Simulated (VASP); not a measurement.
Input:

```
CELL_PARAMETERS angstrom
      2.91000     0.00000     0.00000
      0.00000     2.91000     0.00000
      0.00000     0.00000     2.91000
ATOMIC_POSITIONS crystal
  Al 0.50000 0.50000 0.50000
  Fe 0.00000 0.00000 0.00000
```

Method: PBE GGA with D3 dispersion (zero damping), VASP's PBE PAW potentials (set 64) (plane waves; VASP 6.6.1). Numerical set-up: 520 eV cut-off, 11×11×11 Γ-centred mesh, first-order Methfessel-Paxton smearing of 0.10 eV, potentials Al Fe.

Energy and stress use the plane-wave basis of the starting cell.

### Question
The ions, cell shape and volume are relaxed. Give the cell that the relaxation ends in.

### Answer

```
CELL_PARAMETERS angstrom
      2.84137     0.00000     0.00000
      0.00000     2.84137     0.00000
      0.00000     0.00000     2.84137
ATOMIC_POSITIONS crystal
  Al 0.50000 0.50000 0.50000
  Fe 0.00000 0.00000 0.00000
```
Space group Pm-3m (221), at a tolerance of 0.03 Å.

### Question
How do energy and volume change from the first to the last step?

### Answer
The energy (σ→0) changes by -33.7 meV/atom and the volume by -6.9 %, in 3 ionic steps.

| step | E(σ→0) (eV) | max force (eV/Å) | pressure (GPa) | volume (Å³) |
|---|---|---|---|---|
| 1 | -13.1462 | 0.000 | -11.74 | 24.64 |
| 2 | -13.1593 | 0.000 | 13.42 | 21.56 |
| 3 | -13.2136 | 0.000 | -0.09 | 22.94 |

The compound is FeAl in the CsCl type structure. This run relaxes it. Symmetry was kept, so distortions that lower it aren't found. The run is not spin-polarised, so no magnetic state was tried. The electron count is odd and the run is not spin-polarised, which forces a metal.
